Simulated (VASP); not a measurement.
Output of a VASP run:

**OSZICAR**
```
       N       E                     dE             d eps       ncg     rms          rms(c)
DAV:   1     0.159041552047E+03    0.15904E+03   -0.89135E+03   812   0.133E+03
DAV:   2     0.516825195770E+01   -0.15387E+03   -0.14995E+03   884   0.333E+02
DAV:   3    -0.687743608560E+01   -0.12046E+02   -0.11956E+02  1054   0.990E+01
DAV:   4    -0.714669856883E+01   -0.26926E+00   -0.26917E+00   922   0.172E+01
DAV:   5    -0.715644137303E+01   -0.97428E-02   -0.97427E-02  1146   0.317E+00    0.667E+00
DAV:   6     0.752959803723E+01    0.14686E+02   -0.25839E+01   986   0.119E+02    0.319E+00
DAV:   7     0.645643762761E+01   -0.10732E+01   -0.11826E+00   812   0.159E+01    0.303E+00
DAV:   8     0.683607845784E+01    0.37964E+00   -0.39317E-01   812   0.734E+00    0.132E+00
DAV:   9     0.619719125711E+01   -0.63889E+00   -0.78667E-01   812   0.143E+01    0.702E-01
DAV:  10     0.646152334693E+01    0.26433E+00   -0.57100E-01   812   0.118E+01    0.110E+00
DAV:  11     0.649287678927E+01    0.31353E-01   -0.81936E-02  1010   0.496E+00    0.371E-01
DAV:  12     0.651864016791E+01    0.25763E-01   -0.11448E-02   812   0.117E+00    0.491E-01
DAV:  13     0.648944840449E+01   -0.29192E-01   -0.23483E-02   812   0.235E+00    0.840E-02
DAV:  14     0.648785654686E+01   -0.15919E-02   -0.23953E-03   950   0.430E-01    0.184E-01
DAV:  15     0.648754327283E+01   -0.31327E-03   -0.17041E-03   908   0.634E-01    0.961E-02
DAV:  16     0.648749324923E+01   -0.50024E-04   -0.38682E-05   968   0.557E-02    0.807E-02
DAV:  17     0.648749318468E+01   -0.64551E-07   -0.63736E-07  1196   0.619E-03
   1 F= 0.64874932E+01 E0= 0.64874932E+01  d E =-.774709E-16
```

### OUTCAR
```
------------------------ aborting loop because EDIFF is reached ----------------------------------------
  FORCE on cell =-STRESS in cart. coord.  units (eV):
  Direction    XX          YY          ZZ          XY          YZ          ZX
  --------------------------------------------------------------------------------------
  Total       -0.9607413     -0.9607413     -0.9607413     -0.0000000      0.0000000      0.0000000
  in kB      -27.6442284    -27.6442284    -27.6442284     -0.0000000      0.0000000      0.0000000
  external PRESSURE =     -27.6442284 kB  Pullay stress =       0.0000000 kB
  volume of cell :       55.68
      direct lattice vectors                 reciprocal lattice vectors
     0.000000000  3.030824938  3.030824938    -0.164971587  0.164971587  0.164971587
     3.030824938  0.000000000  3.030824938     0.164971587 -0.164971587  0.164971587
     3.030824938  3.030824938  0.000000000     0.164971587  0.164971587 -0.164971587
  FREE ENERGIE OF THE ION-ELECTRON SYSTEM (eV)
  ---------------------------------------------------
  free  energy   TOTEN  =         6.4874931847 eV

  energy  without entropy=        6.4874931847  energy(sigma->0) =        6.48749318
```
(Selected blocks of OUTCAR.)

### POSCAR
```
PbS
1
    0.0000000000     3.0308249378     3.0308249378
    3.0308249378     0.0000000000     3.0308249378
    3.0308249378     3.0308249378     0.0000000000
Pb S
1 1
Direct
  0.0000000000   0.0000000000   0.0000000000
  0.5000000000   0.5000000000   0.5000000000
```

Task: Write an INCAR and KPOINTS that could have produced this output.

Result: Several could match; the one computed here: the input of the run itself, MS2 meta-GGA, plane waves, VASP's PBE PAW potentials (set 64).

**INCAR**
```
ALGO=Normal
EDIFF=1E-7
ENCUT=520
ISIF=2
ISMEAR=0
LASPH=T
LCHARG=F
LMAXMIX=4
LMIXTAU=T
LREAL=F
LWAVE=F
METAGGA=MS2
NELM=100
PREC=Accurate
SIGMA=0.05
SYSTEM=PbS
```

**KPOINTS**
```
kpoints
0
Gamma
8 8 8
```

POTCAR, in this order: Pb_d S (PBE.64 set). Program: vasp_std.

The compound is PbS in the rock salt structure. This cell is one point of a volume scan, at 1.06 of the reference volume.
